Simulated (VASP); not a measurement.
Energy against volume of PtAl₂ (fluorite). Level of theory: revPBE GGA, VASP's PBE PAW potentials (set 64) (plane waves; VASP 6.6.1). Run with 520 eV cut-off, 9×9×9 Γ-centred mesh, first-order Methfessel-Paxton smearing of 0.10 eV, potentials Al Pt.

| V (Å³/atom) | E (eV/atom) |
|---|---|
| 16.640 | -5.08918 |
| 17.171 | -5.11077 |
| 17.702 | -5.11745 |
| 18.233 | -5.11147 |

Task: Fit these four points and predict the energy of the run at 18.765 Å³/atom.

Result: A cubic in V^(−2/3), the third-order Birch-Murnaghan form, passes through the four points with V0 = 17.70 Å³/atom and B0 = 127 GPa, and gives -5.0947 eV/atom there. The run gave -5.0948 eV/atom, -0.1 meV/atom from the fit; all five points give B0 = 127 GPa.

The compound is PtAl2 in the fluorite structure. It was relaxed first.
